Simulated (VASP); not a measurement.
Given:

```
CdSnF6
1.0
    2.53733     1.46493     4.92265
   -2.53733     1.46493     4.92265
    0.00000    -2.92986     4.92265
Cd Sn F
1 1 6
Direct
  0.50000   0.50000   0.50000
  0.00000   0.00000   0.00000
  0.76653   0.39665   0.07106
  0.23347   0.60335   0.92894
  0.07106   0.76653   0.39665
  0.92894   0.23347   0.60335
  0.39665   0.07106   0.76653
  0.60335   0.92894   0.23347
```

Level of theory: LDA (Ceperley-Alder, Perdew-Zunger), VASP's LDA PAW potentials (set 64) (plane waves; VASP). Settings: 520 eV cut-off, 7×7×7 Γ-centred mesh, Gaussian smearing of 0.010 eV, potentials Cd Sn_d F.

What does the run give for the energy per atom (σ→0)?

```yaml
energy per atom (σ→0): -4.842 eV/atom
```

Total energies compare only between runs with the same potentials, cut-off and functional.

The structure comes from a computed database's CdSnF6 entry (R-3); how it stands against other phases isn't given here. It was relaxed first, which changed the volume by -7 %.
